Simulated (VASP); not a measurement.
Level of theory: RPBE GGA, VASP's PBE PAW potentials (set 64) (plane waves; VASP).

Input for VASP

**POSCAR**
```
TiAl
1
    2.7897214753     0.0000000000     0.0000000000
    0.0000000000     2.7897214753     0.0000000000
    0.0000000000     0.0000000000     4.0112970743
Ti Al
1 1
Direct
  0.0000000000   0.0000000000   0.0000000000
  0.5000000000   0.5000000000   0.5000000000
```

### INCAR
```
# general
SYSTEM  = TiAl
PREC    = Accurate
ENCUT   = 520   # plane-wave cut-off (eV)
LREAL   = .FALSE.
LASPH   = .TRUE.

# electronic loop
EDIFF   = 1E-7   # SCF stop (eV)
NELM    = 100
ALGO    = Normal   # blocked Davidson
LMAXMIX = 4

# smearing
ISMEAR  = 1
SIGMA   = 0.1   # width (eV)

# functional
GGA     = RP

# ions
IBRION  = 2
NSW     = 30   # most ionic steps
ISIF    = 4
EDIFFG  = -0.01

# output
LWAVE   = .FALSE.
LCHARG  = .FALSE.
```

### KPOINTS
```
Automatic mesh
0
Gamma
13 13 9
0 0 0
```

POTCAR, in this order: Ti_sv Al (PBE.64 set). Program: vasp_std.

Output of the run:

**OSZICAR**
```
       N       E                     dE             d eps       ncg     rms          rms(c)
DAV:   1     0.927579473728E+02    0.92758E+02   -0.74389E+03  3080   0.139E+03
DAV:   2    -0.715517733326E+01   -0.99913E+02   -0.97130E+02  3122   0.338E+02
DAV:   3    -0.129869029061E+02   -0.58317E+01   -0.56057E+01  4786   0.801E+01
DAV:   4    -0.132037954055E+02   -0.21689E+00   -0.21508E+00  3878   0.132E+01
DAV:   5    -0.132138798099E+02   -0.10084E-01   -0.10076E-01  4525   0.264E+00    0.100E+01
DAV:   6    -0.118299973944E+02    0.13839E+01   -0.12004E+01  3818   0.383E+01    0.357E+00
DAV:   7    -0.117011926233E+02    0.12880E+00   -0.11094E+00  3530   0.112E+01    0.206E+00
DAV:   8    -0.116953510474E+02    0.58416E-02   -0.14614E-01  3481   0.456E+00    0.501E-01
DAV:   9    -0.116941737526E+02    0.11773E-02   -0.23806E-02  3710   0.209E+00    0.232E-01
DAV:  10    -0.116945558089E+02   -0.38206E-03   -0.15600E-03  3828   0.485E-01    0.663E-02
DAV:  11    -0.116945261769E+02    0.29632E-04   -0.41900E-04  3863   0.235E-01    0.524E-02
DAV:  12    -0.116945344098E+02   -0.82329E-05   -0.38049E-05  3606   0.761E-02    0.980E-03
DAV:  13    -0.116945343050E+02    0.10477E-06   -0.12256E-06  3941   0.982E-03    0.861E-03
DAV:  14    -0.116945347759E+02   -0.47084E-06   -0.10478E-06  3430   0.133E-02    0.799E-04
DAV:  15    -0.116945347882E+02   -0.12338E-07   -0.34203E-08  1740   0.193E-03
   1 F= -.11694535E+02 E0= -.11694378E+02  d E =-.116945E+02
```

**OUTCAR**
```
------------------------ aborting loop because EDIFF is reached ----------------------------------------
  FORCE on cell =-STRESS in cart. coord.  units (eV):
  Direction    XX          YY          ZZ          XY          YZ          ZX
  --------------------------------------------------------------------------------------
  Total        1.4757699      1.4757699      1.4611342      0.0000000     -0.0000000      0.0000000
  in kB       75.7395461     75.7395461     74.9884158      0.0000000     -0.0000000      0.0000000
  external PRESSURE =      75.4891693 kB  Pullay stress =       0.0000000 kB
  volume of cell :       31.22
      direct lattice vectors                 reciprocal lattice vectors
     2.789721475  0.000000000  0.000000000     0.358458724  0.000000000  0.000000000
     0.000000000  2.789721475  0.000000000     0.000000000  0.358458724  0.000000000
     0.000000000  0.000000000  4.011297074     0.000000000  0.000000000  0.249295921
 POSITION                                       TOTAL-FORCE (eV/Angst)
 -----------------------------------------------------------------------------------
      0.00000      0.00000      0.00000         0.000000      0.000000      0.000000
      1.39486      1.39486      2.00565         0.000000      0.000000      0.000000
 -----------------------------------------------------------------------------------
    total drift:                                0.000000      0.000000      0.000000
  FREE ENERGIE OF THE ION-ELECTRON SYSTEM (eV)
  ---------------------------------------------------
  free  energy   TOTEN  =       -11.6945347882 eV

  energy  without entropy=      -11.6940649858  energy(sigma->0) =      -11.69437819

 reached required accuracy - stopping structural energy minimisation
```
(Selected blocks of OUTCAR.)

The compound is TiAl in the L1_0 structure. This cell is one point of a volume scan, at 0.94 of the reference volume. The electron count is odd and the run is not spin-polarised, which forces a metal.
